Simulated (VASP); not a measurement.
Crystal: HWCl6.

```
H W Cl
1.0
     4.47504    0.00000    0.00000
     0.00000    4.47504    0.00000
     0.00000    0.00000    8.93880
H W Cl
1 1 6
Cartesian
  0.0000 0.0000 4.4694
  0.0000 0.0000 0.0000
  2.2375 2.2375 0.0000
  2.2375 2.2375 4.4694
  2.2375 0.0000 2.2403
  2.2375 0.0000 6.6985
  0.0000 2.2375 2.2403
  0.0000 2.2375 6.6985
```

The cell was built by a generator and needn't be a form met in nature.

| Item | Value |
| --- | --- |
| Program | VASP 6.6.1 |
| Task | relaxation of cell and atoms |
| Functional | PBE |
| Potentials or basis | VASP PAW PBE potentials, release 64 (H, W_sv, Cl) |
| Cutoff | 520 eV |
| k mesh | 3 × 3 × 2 |
| Occupations | gaussian, width 0.15 eV |
| Spin | no spin polarisation |

At the start: pressure -8.2 GPa; volume 22.38 Å³/atom.

Where does the relaxation end?

Over 20 steps the energy falls by 473.2 meV/atom and the volume is 22.71 Å³/atom (+1.5 %); space group P4/mmm (No. 123, to 0.05 Å).

The path:
| step | energy change (eV) | largest force (eV/Å) | pressure (GPa) | volume (Å³) |
| --- | --- | --- | --- | --- |
| 1 | 0.0000 | 1.7341 | -8.16 | 179.01 |
| 2 | -1.7794 | 1.7864 | -3.42 | 151.02 |
| 3 | -2.1875 | 1.3822 | 5.16 | 133.12 |
| 4 | -2.7442 | 0.4716 | 6.70 | 133.66 |
| 5 | -2.7823 | 0.0122 | 7.68 | 133.80 |
| 6 | -3.1208 | 0.3507 | -1.50 | 154.10 |
| 7 | -3.1353 | 0.3013 | -0.30 | 150.22 |
| 8 | -3.2058 | 0.2603 | -0.16 | 151.26 |
| 9 | -3.4042 | 0.1130 | 0.47 | 154.15 |
| 10 | -3.6283 | 0.2081 | 2.78 | 158.83 |
| 11 | -2.6840 | 1.3562 | 12.48 | 164.06 |
| 12 | -3.5664 | 0.6243 | 4.79 | 159.99 |
| 13 | -3.5852 | 0.5764 | 4.71 | 160.93 |
| 14 | -3.6329 | 0.4796 | 4.05 | 163.72 |
| 15 | -3.6926 | 0.3308 | 3.17 | 169.24 |
| 16 | -3.7046 | 0.0331 | 2.13 | 180.08 |
| 17 | -3.7115 | 0.1208 | 2.31 | 177.35 |
| 18 | -3.7377 | 0.0917 | 1.89 | 178.21 |
| 19 | -3.7816 | 0.0137 | 0.45 | 180.75 |
| 20 | -3.7857 | 0.0460 | 0.07 | 181.67 |

Final structure:
```xyz
8
Lattice="4.2025 0.0000 0.0000 0.0000 4.2025 0.0000 0.0000 0.0000 10.2864" Properties=species:S:1:pos:R:3 pbc="T T T"
H     0.0000    0.0000    5.1432
W     0.0000    0.0000    0.0000
Cl    2.1013    2.1013    0.0000
Cl    2.1013    2.1013    5.1432
Cl    2.1013    0.0000    1.6945
Cl    2.1013    0.0000    8.5919
Cl    0.0000    2.1013    1.6945
Cl    0.0000    2.1013    8.5919
```

Caveat: the k mesh is coarse (spacing up to 0.47 Å⁻¹), so the values aren't converged; this functional lacks dispersion, which binds the layers, so the pressure and a relaxed spacing across them are unreliable; an odd number of electrons without spin polarisation forces a metal; a magnetic or distorted state may lie lower; the relaxation stopped at a loose force limit of 0.08 eV/Å, so its end isn't a converged minimum.
